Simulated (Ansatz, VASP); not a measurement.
# LaN: VASP beside Ansatz, part 2 of 2

Aim: how closely do two programs agree when they are given the same cell, functional and k mesh?

VASP 6.6.1 and Ansatz 0.2.0.

So far. Step 2 (VASP: band structure, r2SCAN, spin-orbit coupling): The run ends at a pressure of -0.17 GPa, with forces up to 0.018 eV/Å.

## (3) Ansatz: band structure, r2SCAN, spin-orbit coupling

Level of this step: Ansatz beside VASP: Kohn-Sham DFT, plane waves, r2SCAN, spin-orbit coupling (Ansatz).

Ansatz runs on its fully relativistic PAW (standard-fr) files.

The same cell, functional, mesh and smearing now go to Ansatz, which takes its cutoff from its data sets.

Contents of input.yaml:

```yaml
crystal:
  lattice:
    - [4.136222531, 0.0, 0.0]
    - [-2.0681112655, 3.5820737876, 0.0]
    - [0.0, 0.0, 5.9225931]
  atoms:
    - { symbol: La, position: [0.33333333, 0.66666667, 0.99754766] }
    - { symbol: La, position: [0.66666667, 0.33333333, 0.49754766] }
    - { symbol: "N", position: [0.33333333, 0.66666667, 0.41245234] }
    - { symbol: "N", position: [0.66666667, 0.33333333, 0.91245234] }
hamiltonian:
  xc: r2scan
  pseudopotentials: { kind: paw_fr }
magnetization:
  noncollinear: true
  spin_orbit: true
kpoints:
  mp_grid: { grid: [6, 6, 4] }
  band_path:
    path:
      - [0.0, 0.0, 0.0]
      - [0.13333, 0.0, 0.0]
      - [0.3, 0.0, 0.0]
      - [0.46667, 0.0, 0.0]
      - [0.46667, 0.06667, 0.0]
      - [0.41111, 0.17778, 0.0]
      - [0.35556, 0.28889, 0.0]
      - [0.34444, 0.31111, 0.0]
      - [0.28889, 0.28889, 0.0]
      - [0.17778, 0.17778, 0.0]
      - [0.06667, 0.06667, 0.0]
      - [0.0, 0.0, 0.03333]
      - [0.0, 0.0, 0.2]
      - [0.0, 0.0, 0.36667]
      - [0.0, 0.0, 0.5]
      - [0.16667, 0.0, 0.5]
      - [0.3, 0.0, 0.5]
      - [0.46667, 0.0, 0.5]
      - [0.46667, 0.06667, 0.5]
      - [0.41111, 0.17778, 0.5]
      - [0.35556, 0.28889, 0.5]
      - [0.28889, 0.28889, 0.5]
      - [0.17778, 0.17778, 0.5]
      - [0.06667, 0.06667, 0.5]
      - [0.5, 0.0, 0.46667]
      - [0.5, 0.0, 0.3]
      - [0.5, 0.0, 0.13333]
      - [0.33333, 0.33333, 0.0]
      - [0.33333, 0.33333, 0.16667]
      - [0.33333, 0.33333, 0.33333]
      - [0.33333, 0.33333, 0.5]
    npoints: 1
scf:
  occupations: { method: fermi_dirac, width: 0.05 }
  n_extra_bands: 16
output:
  forces: true
  stress: true
  eigenvalues: true
```

On the command line:

```console
> ansatz run input.yaml --threads 2 --pin off --max-ram 4608MiB --backend cpu --events-out ev --progress --plain --runs-dir out
```

Numbers of over 12 decimals in the logs are rounded to 6 here.

The program printed:

```text
scf.n_extra_bands = 16 over 32 filled bands (N_el = 32.0): the run solves 48 bands
Engine: ansatz 0.2.0, aarch64-unknown-linux-gnu
Pseudopotentials: kind: paw_fr
Pseudopotential: La, paw_fr, valence charge 11, recommended cutoff 500 eV (meta_gga), La.paw.azcp#standard-fr
Pseudopotential: N, paw_fr, valence charge 5, recommended cutoff 500 eV (meta_gga), N.paw.azcp#standard-fr
Functional definition: r2SCAN
  parameter k0 = 0.174
  parameter k1 = 0.065
  parameter a1 = 4.9479
  exchange = r2scan_x(k0 = k0, k1 = k1, a1 = a1)
  correlation = r2scan_c
non-collinear run that drives no moment, with spin-orbit: no starting moment large enough to seed its density (crystal.atoms[].spin), no starting occupations that ask for one, no magnetisation constraint and no magnetic field, so the semilocal B_xc is pinned to zero
Crystal: 4 atoms, lattice volume = 87.751 Å³
Basis set: ecut = 500 eV, 2235 PW (Γ), exchange–correlation on 128×128×180 points (64 copies of the dense FFT grid, shifted against one another)
Bands: 48, of which v1, the nominal top of the filled ones, is band 32 counted from 1 (31 counted from 0)
Symmetry: 12 space group operations + 12 with time reversal
Magnetic group: BNS 186.204 (UNI 1434), of the structure as read, at distance tolerance 4.4e-5 Å
k-points: 21 of 144 (time reversal used)
Projection manifold: j_resolved (fully-relativistic pseudo-atomic orbitals)
Non-local potential: La, projectors of the file, l = 0: 3, l = 1: 4, l = 2: 4, l = 3: 6
Non-local potential: N, projectors of the file, l = 0: 2, l = 1: 4, l = 2: 2
PAW form: soft (Blöchl's): semilocal exchange-correlation on the pseudo side does not see the compensation charge
PAW frozen core: La, regenerated for the run's functional (the file was generated under x = pbe(κ = 0.804, μ = 0.219515), c = pbe(β = 0.066725))
PAW frozen core: N, regenerated for the run's functional (the file was generated under x = pbe(κ = 0.804, μ = 0.219515), c = pbe(β = 0.066725))
PAW one-centre angular grid: La, 974 points (default); XC on 285 of its mesh's 2815 points in the sphere
PAW one-centre angular grid: N, 302 points (default); XC on 160 Gauss nodes
Initial density: superposition of atomic densities (chi_scale 0.1, normalization cell, long waves kept (reshape's long-wave potential 0.00 eV rms))
Initial wavefunctions: pseudopotential atomic-orbital guess
Functional: x = r2scan, c = r2scan; τ floored in thin density (d = 2e-4 eV/Å³)
SCF iter   1: F=—  HF=-13277.351253 eV  |F-HF|=—  |Δ(HF+E_count)|=         —  Δρ=5.30e-2  dr2=4.72e0  dr2_τ=1.16e-1  dr2_m=0.00e0 (ungated)  ethr=3.10e-3  |M|=0.00e0 ∫|m|=0.00e0 μB  |m|>n=0.0e0 m-floor=0.0e0 τ_xc=0.0e0  β_m=0.30  ⟨swp⟩=5.3  Hψ=5460  notcnv=0  defer=4
preconditioner: auto → Resta (q_TF=auto, 2.306 Å⁻¹)  ε∞=3.5  [insulator: Δε(μ)=2.120 eV  Ē_g=13.139 eV  σ=0.050 eV  W_gap=1.00  n_scr=22 (ndim 8)  ℏωp=21.0 eV  f_vac=0.000  D(μ)=0.00/eV (n_scr^D=0)  ε∞_Penn≈3.5]
spin=Noncollinear: Resta preconditioning applied to the charge; magnetization (m_x, m_y, m_z) channels mix plain (no charge-response kernel on spin).
SCF iter   2: F=—  HF=-13276.727221 eV  |F-HF|=—  |Δ(HF+E_count)|=   6.24e-1  Δρ=3.17e-2  dr2=1.28e0  dr2_τ=2.08e-2  dr2_m=0.00e0 (ungated)  ethr=3.10e-3  |M|=0.00e0 ∫|m|=0.00e0 μB  |m|>n=0.0e0 m-floor=0.0e0 τ_xc=0.0e0  β_m=0.42  ⟨swp⟩=3.0  Hψ=1713  notcnv=0  defer=230
SCF iter   3: F=—  HF=-13276.886995 eV  |F-HF|=—  |Δ(HF+E_count)|=   1.60e-1  Δρ=1.78e-2  dr2=3.62e-1  dr2_τ=3.52e-3  dr2_m=0.00e0 (ungated)  ethr=3.10e-3  |M|=0.00e0 ∫|m|=0.00e0 μB  |m|>n=0.0e0 m-floor=0.0e0 τ_xc=0.0e0  β_m=0.64  ⟨swp⟩=3.0  Hψ=1200  notcnv=0  defer=230
SCF iter   4: F=—  HF=-13276.941526 eV  |F-HF|=—  |Δ(HF+E_count)|=   5.45e-2  Δρ=2.63e-3  dr2=5.12e-3  dr2_τ=7.44e-5  dr2_m=0.00e0 (ungated)  ethr=1.13e-3  |M|=0.00e0 ∫|m|=0.00e0 μB  |m|>n=0.0e0 m-floor=0.0e0 τ_xc=0.0e0  β_m=0.82  ⟨swp⟩=3.8  Hψ=1471  notcnv=0  defer=230
SCF iter   5: F=—  HF=-13276.946061 eV  |F-HF|=—  |Δ(HF+E_count)|=   4.54e-3  Δρ=7.23e-4  dr2=4.92e-4  dr2_τ=5.19e-6  dr2_m=0.00e0 (ungated)  ethr=1.60e-5  |M|=0.00e0 ∫|m|=0.00e0 μB  |m|>n=0.0e0 m-floor=0.0e0 τ_xc=0.0e0  β_m=0.86  ⟨swp⟩=2.0  Hψ=1555  notcnv=0  defer=230
SCF iter   6: F=—  HF=-13276.946262 eV  |F-HF|=—  |Δ(HF+E_count)|=   2.00e-4  Δρ=1.41e-4  dr2=1.64e-5  dr2_τ=2.39e-7  dr2_m=0.00e0 (ungated)  ethr=1.54e-6  |M|=0.00e0 ∫|m|=0.00e0 μB  |m|>n=0.0e0 m-floor=0.0e0 τ_xc=0.0e0  β_m=0.93  ⟨swp⟩=3.0  Hψ=1522  notcnv=0  defer=230
SCF iter   7: F=—  HF=-13276.946338 eV  |F-HF|=—  |Δ(HF+E_count)|=   7.65e-5  Δρ=2.14e-5  dr2=3.81e-7  dr2_τ=6.55e-9  dr2_m=0.00e0 (ungated)  ethr=5.11e-8  |M|=0.00e0 ∫|m|=0.00e0 μB  |m|>n=0.0e0 m-floor=0.0e0 τ_xc=0.0e0  β_m=0.96  ⟨swp⟩=3.0  Hψ=1658  notcnv=0  defer=230
SCF iter   8: F=-13276.946338 eV  HF=-13276.946338 eV  |F-HF|=8.91e-9  |Δ(HF+E_count)|=   1.91e-7  Δρ=4.22e-6  dr2=2.07e-8  dr2_τ=2.77e-10  dr2_m=0.00e0 (ungated)  ethr=3.13e-10  |M|=0.00e0 ∫|m|=0.00e0 μB  |m|>n=0.0e0 m-floor=0.0e0 τ_xc=0.0e0  ⟨swp⟩=17.1  Hψ=6647  notcnv=0
SCF 1 converged in 8 iterations: F = -13276.946338 eV  dr2 = 2.07e-8
  greatest PAW one-centre occupation: 0.967 electrons in one spin orbital (limit 2), on the La atom at site 1 (counted from 0), in its partial waves of l = 0
NSCF: frozen V_eff on 31 k-points
SCF converged after 8 iterations
Magnetization: |M| = 0.0000 μB,  M = (+0.0000, +0.0000, +0.0000) μB
Absolute magnetization: 0.0000 μB (∫|m|)
  site 0: m = (+0.0000, +0.0000, +0.0000) μB, |m| = 0.0000 μB  (R = 1.01 Å)
  site 1: m = (+0.0000, +0.0000, +0.0000) μB, |m| = 0.0000 μB  (R = 1.01 Å)
  site 2: m = (+0.0000, +0.0000, +0.0000) μB, |m| = 0.0000 μB  (R = 1.01 Å)
  site 3: m = (+0.0000, +0.0000, +0.0000) μB, |m| = 0.0000 μB  (R = 1.01 Å)
Free energy (F): -13276.946338 eV
Harris-Foulkes:  -13276.946338 eV  (|F-HF|=8.91e-9)
Internal energy: -13276.946338 eV  (E = F + TS)
E sigma→0 (E₀):  -13276.946338 eV
Entropy (-TS):   -0.000000 eV (-0.000 meV/atom)
Fermi energy:    10.221854 eV
--- Per-component energies (eV) ---
  E_band       = -80.321471
  E_kinetic    = 645.026551
  E_local      = -1156.504076  (includes V_loc(G=0)·N_el)
  E_nonlocal   = 278.540559
  E_hartree    = 391.399928
  E_xc         = -385.274875
  E_vxc        = -492.761753  (∫ρ·V_xc dr)
  E_paw        = -11103.603770  (= ΣΔE_a)
  E_vpaw       = -164.095848  (= ΣTr[D̂ρ^β])
  E_aug_tail   = 0.000035  (compensation charges beyond the density's cutoff)
  E_vtau       = 26.669972  (kinetic-family band-sum trace: ∫τ·v_τ [+ j·A + Jᵃ·Aᵃ] dr)
  E_ewald      = -1946.607261
  E_core_change = 0.076570  (= ΣΔE_core)
  E_smearing   = -0.000000  (= −TS)
  E_closure    = 0.000000  (closes the sum)
  Σ components = -13276.946338   (vs F -13276.946338, Δ=0.00e0)
--- Forces (eV/Å), atoms counted from 1 ---
  atom   1  La     0.00000000     0.00000000    -0.02193810
  atom   2  La    -0.00000000    -0.00000000    -0.02193810
  atom   3  N      0.00000000     0.00000000     0.02191905
  atom   4  N      0.00000000    -0.00000000     0.02191905
  max |Σ_I F_I| component: 3.81e-5 eV/Å
--- Stress (GPa, compression-positive) ---
        0.168130       0.000000       0.000000
        0.000000       0.168130      -0.000000
        0.000000      -0.000000       0.082439
  P = ⅓ Tr σ = 0.1396 GPa (1.396 kbar)
--- Band table (eV; the first three rows and the last of 21) ---
  k-point 0: bands = [... 28 lower, 7.8873, 7.8873, 8.9881, 8.9881, 10.9146, 10.9146, 12.6320, 12.6320, ... 12 higher]
  k-point 1: bands = [... 28 lower, 7.5721, 7.5721, 8.3537, 8.3537, 11.3998, 11.3998, 12.7413, 12.7413, ... 12 higher]
  k-point 2: bands = [... 28 lower, 7.5197, 7.5197, 7.5197, 7.5197, 12.1196, 12.1196, 12.1196, 12.1196, ... 12 higher]
  k-point 20: bands = [... 28 lower, 8.5342, 8.5342, 8.7562, 8.7562, 11.6916, 11.6916, 11.7800, 11.7800, ... 12 higher]
```

Wall time 87 s (2 threads of Arm Neoverse N1, shared host); peak memory 0.95 GiB.

## (4) Differences

Known differences besides the potentials themselves: spin-orbit coupling enters by fully relativistic files in Ansatz and inside the spheres in VASP; VASP keeps PBE cores, Ansatz makes them for the functional; the cutoff is 500 eV in Ansatz and 520 eV in VASP. Total energies have different zeros and are not compared.

Both answers:

| quantity | Ansatz | VASP | difference |
| --- | --- | --- | --- |
| pressure (GPa) | 0.14 | -0.17 | +0.31 |
| gap over the path points (eV) | 1.425 | 1.453 | -0.028 |

Levels at points of the path, from each program's valence-band top (eV; 8 filled, then empty):

```csv
k (reciprocal lattice),Ansatz,VASP
0.000 0.000 0.000,-1.84 -1.84 -1.77 -1.77 -1.60 -1.60 -0.50 -0.50 1.43 1.43 3.14 3.14 3.15 3.15,-1.81 -1.81 -1.75 -1.75 -1.58 -1.58 -0.50 -0.50 1.45 1.45 3.17 3.17 3.17 3.17
0.133 0.000 0.000,-1.80 -1.79 -1.59 -1.59 -1.55 -1.53 -0.61 -0.54 1.84 1.84 2.72 2.76 3.00 3.02,-1.78 -1.77 -1.57 -1.57 -1.53 -1.51 -0.60 -0.54 1.86 1.87 2.75 2.78 3.03 3.04
0.300 0.000 0.000,-1.76 -1.74 -1.28 -1.21 -0.97 -0.92 -0.75 -0.67 1.92 1.92 2.87 2.87 2.93 2.96,-1.74 -1.73 -1.26 -1.20 -0.96 -0.91 -0.74 -0.66 1.95 1.95 2.90 2.90 2.96 2.98
0.467 0.000 0.000,-1.47 -1.47 -0.91 -0.90 -0.73 -0.69 -0.34 -0.34 1.89 1.89 2.70 2.71 3.18 3.18,-1.45 -1.45 -0.89 -0.88 -0.72 -0.69 -0.33 -0.33 1.91 1.92 2.72 2.73 3.20 3.21
0.467 0.067 0.000,-1.48 -1.48 -0.93 -0.91 -0.78 -0.72 -0.30 -0.24 1.97 1.98 2.57 2.57 3.15 3.19,-1.47 -1.46 -0.92 -0.89 -0.77 -0.71 -0.29 -0.24 1.99 2.00 2.60 2.60 3.18 3.22
0.411 0.178 0.000,-1.55 -1.54 -1.09 -1.02 -0.96 -0.91 -0.12 -0.07 2.17 2.17 2.25 2.27 3.14 3.19,-1.53 -1.52 -1.07 -1.00 -0.95 -0.90 -0.12 -0.07 2.19 2.19 2.27 2.29 3.16 3.21
0.356 0.289 0.000,-1.45 -1.43 -1.20 -1.14 -1.12 -1.08 -0.01 0.00 1.83 1.83 2.50 2.50 3.27 3.31,-1.44 -1.42 -1.18 -1.12 -1.11 -1.07 -0.01 0.00 1.85 1.85 2.52 2.52 3.29 3.34
0.344 0.311 0.000,-1.47 -1.44 -1.19 -1.14 -1.14 -1.09 -0.01 0.00 1.80 1.80 2.52 2.52 3.31 3.36,-1.45 -1.43 -1.17 -1.13 -1.12 -1.08 -0.01 0.00 1.82 1.82 2.54 2.54 3.33 3.38
0.289 0.289 0.000,-1.44 -1.41 -1.22 -1.19 -1.10 -1.00 -0.04 -0.03 1.94 1.94 2.44 2.44 3.17 3.21,-1.42 -1.39 -1.20 -1.18 -1.09 -0.99 -0.04 -0.03 1.96 1.96 2.46 2.46 3.19 3.23
0.178 0.178 0.000,-1.64 -1.62 -1.48 -1.47 -0.90 -0.78 -0.69 -0.66 2.20 2.23 2.38 2.42 2.90 2.91,-1.62 -1.60 -1.46 -1.45 -0.89 -0.76 -0.68 -0.65 2.23 2.26 2.40 2.44 2.93 2.94
```

At this near-relaxed geometry the largest component of a force difference is 4 meV/Å. Among the levels compared at these points, filled levels agree within 22 meV and empty ones within 40 meV.

## (5) VASP: single point, r2SCAN, spin-orbit coupling

A single point gives forces, pressure and levels at one fixed geometry, so differences don't come from the geometry; what else differs is listed under the comparison.

Contents of INCAR:

```
SYSTEM = LaN
PREC = Accurate
ENCUT = 520
EDIFF = 1E-06
NELM = 100
ISMEAR = -5
SIGMA = 0.05
LREAL = .FALSE.
ALGO = Normal
METAGGA = R2SCAN
LASPH = .TRUE.
LNONCOLLINEAR = .TRUE.
MAGMOM = 0 0 0 0 0 0 0 0 0 0 0 0
NBANDS = 44
GGA_COMPAT = .FALSE.
LSORBIT = .TRUE.
LMAXMIX = 6
LORBIT = 11
LWAVE = .FALSE.
LCHARG = .FALSE.
KPAR = 4
NEDOS = 2001
```

Contents of POSCAR:

```
LaN
1.0
    4.1362225310      0.0000000000      0.0000000000
   -2.0681112655      3.5820737876      0.0000000000
    0.0000000000      0.0000000000      5.9225931000
La N
2 2
Direct
    0.3333333300      0.6666666700      0.9975476600
    0.6666666700      0.3333333300      0.4975476600
    0.3333333300      0.6666666700      0.4124523400
    0.6666666700      0.3333333300      0.9124523400
```

Contents of KPOINTS:

```
Automatic mesh
0
Gamma
6 6 4
0 0 0
```

The projector-augmented-wave data sets are La and N (PBE family, release 64).

On the command line:

```console
> mpirun -np 4 vasp_ncl
```

The program printed:

```text
[banner, memory and clock lines left out]
running    4 mpi-ranks, on    1 nodes
[...]
[... a notice as in an earlier step ...]

 LDA part: xc-table for (None), standard interpolation
 POSCAR, INCAR and KPOINTS ok, starting setup
[...]
entering main loop
       N       E                     dE             d eps       ncg     rms          rms(c)
DAV:   1     0.395217869892E+03    0.39522E+03   -0.11429E+04  2480   0.212E+03
DAV:   2     0.518781023935E+02   -0.34334E+03   -0.32790E+03  3520   0.412E+02
DAV:   3    -0.700114300462E+02   -0.12189E+03   -0.11607E+03  4160   0.254E+02
DAV:   4    -0.986207723904E+02   -0.28609E+02   -0.27457E+02  4636   0.129E+02
[... 1 cycle as in an earlier step ...]
DAV:   6    -0.837037290096E+02    0.17575E+02   -0.36589E+01  4280   0.444E+01    0.539E+00
DAV:   7    -0.845069154358E+02   -0.80319E+00   -0.44239E+00  4384   0.255E+01    0.386E+00
DAV:   8    -0.845604255926E+02   -0.53510E-01   -0.10369E+00  4512   0.981E+00    0.139E+00
DAV:   9    -0.845345359671E+02    0.25890E-01   -0.31789E-01  4544   0.420E+00    0.467E-01
[...]
DAV:  14    -0.845367389413E+02   -0.14769E-04   -0.96105E-05  4872   0.101E-01    0.137E-02
DAV:  15    -0.845367366917E+02    0.22496E-05   -0.18885E-05  4560   0.435E-02    0.425E-03
DAV:  16    -0.845367367117E+02   -0.19964E-07   -0.87361E-06  3848   0.253E-02
   1 F= -.84536737E+02 E0= -.84536737E+02  d E =0.000000E+00  mag=     0.0000     0.0000     0.0000
```

OUTCAR, selected parts (step 5):

```text
  Total       -0.0752381     -0.0752381     -0.1253003      0.0000000      0.0000000     -0.0000000
  in kB       -1.3737200     -1.3737200     -2.2877709      0.0000000      0.0000000     -0.0000000
  external PRESSURE =      -1.6784036 kB  Pullay stress =       0.0000000 kB

 POSITION                                       TOTAL-FORCE (eV/Angst)
 -----------------------------------------------------------------------------------
     -0.00000      2.38805      5.90807        -0.000000      0.000000     -0.017643
      2.06811      1.19402      2.94677         0.000000     -0.000000     -0.017643
     -0.00000      2.38805      2.44279         0.000000      0.000000      0.017643
      2.06811      1.19402      5.40408        -0.000000     -0.000000      0.017643
 -----------------------------------------------------------------------------------
    total drift:                               -0.000031      0.000018      0.004398

  FREE ENERGIE OF THE ION-ELECTRON SYSTEM (eV)
  ---------------------------------------------------
  free  energy   TOTEN  =       -84.5367367117 eV

  energy  without entropy=      -84.5367367117  energy(sigma->0) =      -84.53673671

 magnetization (x)
# of ion       s       p       d       f       tot
--------------------------------------------------
    1        0.000  -0.000   0.000  -0.000  -0.000
    2       -0.000   0.000  -0.000   0.000   0.000
    3        0.000   0.000   0.000   0.000   0.000
    4        0.000  -0.000   0.000   0.000  -0.000
--------------------------------------------------
tot          0.000   0.000   0.000  -0.000   0.000

 magnetization (y)
# of ion       s       p       d       f       tot
--------------------------------------------------
    1        0.000   0.000   0.000   0.000   0.000
    2        0.000   0.000   0.000   0.000   0.000
    3        0.000   0.000   0.000   0.000   0.000
    4        0.000   0.000   0.000   0.000   0.000
--------------------------------------------------
tot          0.000   0.000   0.000   0.000   0.000

 magnetization (z)
# of ion       s       p       d       f       tot
--------------------------------------------------
    1       -0.000  -0.000   0.000  -0.000  -0.000
    2       -0.000   0.000   0.000  -0.000   0.000
    3        0.000  -0.000   0.000   0.000  -0.000
    4        0.000  -0.000   0.000   0.000  -0.000
--------------------------------------------------
tot          0.000  -0.000   0.000  -0.000  -0.000

[... 2 parts as in an earlier step ...]

[... 1 further part left out ...]
[key lines of the parts left out:]
E-fermi :   6.3092
```

The run ends at a pressure of -0.17 GPa, with forces up to 0.018 eV/Å.

## (6) Ansatz: single point, r2SCAN, spin-orbit coupling

The same cell, functional, mesh and smearing now go to Ansatz, which takes its cutoff from its data sets.

input.yaml, the sections that differ from step 3:

```yaml
kpoints:
  mp_grid: { grid: [6, 6, 4] }
scf:
  occupations: { method: tetrahedron }
output:
  forces: true
  stress: true
# crystal, hamiltonian, magnetization: as in step 3
```

On the command line:

```console
> ansatz run input.yaml --threads 2 --pin off --max-ram 4608MiB --backend cpu --events-out ev --progress --plain --runs-dir out
```

The program printed:

```text
Warning: output.forces, output.stress, relax.cell or npt_langevin: where a Kohn–Sham band that disperses or a degenerate level is filled in part under the method tetrahedron, the forces or the stress that this run publishes need not agree with its energy (scf.occupations.method in the input reference, under Limitations); prefer a smearing scheme for the forces or the stress
[...]
k-point 1: bands = [... 28 lower, 7.5721, 7.5721, 8.3537, 8.3537, 11.3998, 11.3998, 12.7413, 12.7413, ... 4 higher]
  k-point 2: bands = [... 28 lower, 7.5197, 7.5197, 7.5197, 7.5197, 12.1196, 12.1196, 12.1196, 12.1196, ... 4 higher]
  k-point 20: bands = [... 28 lower, 8.5343, 8.5343, 8.7562, 8.7562, 11.6916, 11.6916, 11.7800, 11.7800, ... 4 higher]
[key lines of the parts left out:]
SCF converged after 8 iterations
Magnetization: |M| = 0.0000 μB,  M = (+0.0000, +0.0000, +0.0000) μB
Free energy (F): -13276.946338 eV
Fermi energy:    9.488178 eV
P = ⅓ Tr σ = 0.1396 GPa (1.396 kbar)
```

Wall time 43 s (2 threads); peak memory 0.92 GiB; 85 s of CPU time.

The run ends at a pressure of 0.14 GPa, with forces up to 0.022 eV/Å.

## (7) Comparison

The two programs side by side:

```
              quantity  Ansatz   VASP  difference
        pressure (GPa)    0.14  -0.17       +0.31
gap on the k mesh (eV)   1.426  1.455      -0.029
```

At this near-relaxed geometry the largest component of a force difference is 4 meV/Å. A gap on the mesh is an upper bound, since the band edges may lie between its points.

## (8) What came out

```
difference in gap over the path points (band structure, r2SCAN, spin-orbit coupling) : -0.028 eV
difference in gap on the k mesh (single point, r2SCAN, spin-orbit coupling)          : -0.029 eV
```

In words: The difference in gap on the k mesh is -0.029 eV (single point, r2SCAN, spin-orbit coupling), within the 0.08 eV picked in this series as the mark of a large difference. 3 further runs of this series are not shown here. Such differences can come from data sets, numerical settings and the points named under the comparisons, not from the functional's error against experiment.

[Lines on the potential files, build, host, timing and source positions are cut from VASP's logs without a mark.]

[Logs are printed without paths, hosts, clocks, repeated set-up lines and the standing remarks that a program may print on its own settings, such as how far it seeks lower states.]

[Hosts, paths, dates, database ids (printed as entryN), source tags and the programs' standing remarks are cut or masked in the printed files.]
